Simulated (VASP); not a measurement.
Here is a VASP 6.6.1 calculation.

Contents of INCAR:

```
SYSTEM = Hf2Pd2Se2Br2O3
PREC = Accurate ; ENCUT = 520
EDIFF = 1E-7 ; ISMEAR = -1
SIGMA = 0.05 ; LREAL = .False.
LASPH = .True. ; NELM = 60
ALGO = Fast ; ISIF = 2
LWAVE = .False. ; LCHARG = .True.
GGA = PE ; LVHAR = .True.
KPAR = 4
```

KPOINTS

```
Automatic mesh
0
Gamma
  5 5 4
  0 0 0
```

Contents of POSCAR:

```
Hf2Pd2Se2Br2O3
1.0
    5.7606900000      0.0049600000     -0.0028600000
   -0.5275000000      5.8466400000      0.0341300000
   -1.4843500000     -0.9264200000      6.6458600000
Hf Pd Se Br O
2 2 2 2 3
Direct
    0.7454000000      0.3960200000      0.3498900000
    0.2876300000      0.4532200000      0.5940100000
    0.9085400000      0.1329400000      0.8484900000
    0.2524900000      0.9032300000      0.3587400000
    0.6346900000      0.4035500000      0.9371600000
    0.6259700000      0.7817400000      0.5302300000
    0.8527300000      0.9908900000      0.1535500000
    0.2252600000      0.8208400000      0.8622300000
    0.9604000000      0.2892500000      0.5902600000
    0.4323300000      0.2452400000      0.4086400000
    0.0745700000      0.5830800000      0.3668200000
```

Potentials or basis: VASP PAW PBE potentials, release 64 (Hf_pv, Pd, Se, Br, O).

Launch:

```sh
$ cat potpaw_PBE.64/Hf_pv/POTCAR potpaw_PBE.64/Pd/POTCAR potpaw_PBE.64/Se/POTCAR potpaw_PBE.64/Br/POTCAR potpaw_PBE.64/O/POTCAR > POTCAR
$ mpirun -np 4 vasp_std > vasp.out
```

Task: Estimate the largest force.

Result: 0.187 eV/Å.

Task: What does it give for the pressure?

Result: -0.6 GPa.

Task: What does it give for the band gap on the k mesh?

Result: 0.20 eV, indirect (least direct gap 0.46 eV).

Forces in eV/Å, atoms in the order of the input:
```
Hf   0.077 -0.045  0.133
Hf  -0.094 -0.026 -0.159
Pd   0.010 -0.002 -0.030
Pd  -0.006  0.010 -0.001
Se  -0.023  0.010 -0.003
Se   0.001 -0.039  0.005
Br  -0.012  0.018  0.024
Br   0.015 -0.028 -0.022
O    0.050  0.114 -0.089
O    0.043  0.122  0.052
O   -0.058 -0.135  0.090
```

Caveat: spin-orbit coupling is left out, which moves the levels of the heavy elements; an odd mesh through Γ misses points on the zone boundary, where band edges often lie.
